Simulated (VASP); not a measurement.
## Hg₄S₂Se₂ (ordered alloy cell): computed properties

Calculation: PBEsol GGA, VASP's PBE PAW potentials (set 64) (plane waves; VASP).

For Hg4S2Se2, the space group comes out as R3m (160). The cell comes out as a = 4.2511 Å, b = 4.2511 Å, c = 41.7464 Å, α = 90.00°, β = 90.00°, γ = 120.00° and the volume per atom is 27.22 Å^3/atom. The band gap (over mesh and band path) is none (metal, semimetal or under 0.01 eV) and the density comes out as 7.81 g/cm³.

Hg₂SSe is modelled in the trigonal space group R3m, hexagonal axes (No. 160), Pearson symbol hR8. Conventional cell: a = b = 4.2511 Å, c = 41.7464 Å, α = β = 90.00°, γ = 120.00°. Hg1 on 3a has 1 S at 2.543 Å and 3 Se at 2.641 Å (tetrahedral). Hg2 on 3a sees 4 Se at 2.640–2.644 Å (tetrahedral). Hg3 on 3a sees 3 S at 2.574 Å and 1 Se at 2.664 Å (tetrahedral). Hg4 on 3a has 4 S at 2.559–2.576 Å (tetrahedral). Se1 on 3a has 4 Hg at 2.641–2.644 Å (tetrahedral). Se2 on 3a sees 4 Hg at 2.640–2.664 Å (tetrahedral). S1 on 3a is surrounded by 4 Hg at 2.559–2.574 Å (tetrahedral). S2 on 3a has 4 Hg at 2.543–2.576 Å (tetrahedral). (Neighbours: up to the widest gap in distance over summed covalent radii, below 1.35, at either atom; cation-cation and far metal-metal contacts left out.)
(The calculation used a cell of 8 atoms; values per cell refer to that cell.)

Unless said otherwise, spin-orbit coupling is left out, though it shifts the bands of the heavy elements here.

The structure was generated: Hg4S2Se2 was put into an ordered model structure (R3m), which need not be its known phase. It was relaxed first. Symmetry was kept, so distortions that lower it aren't found.
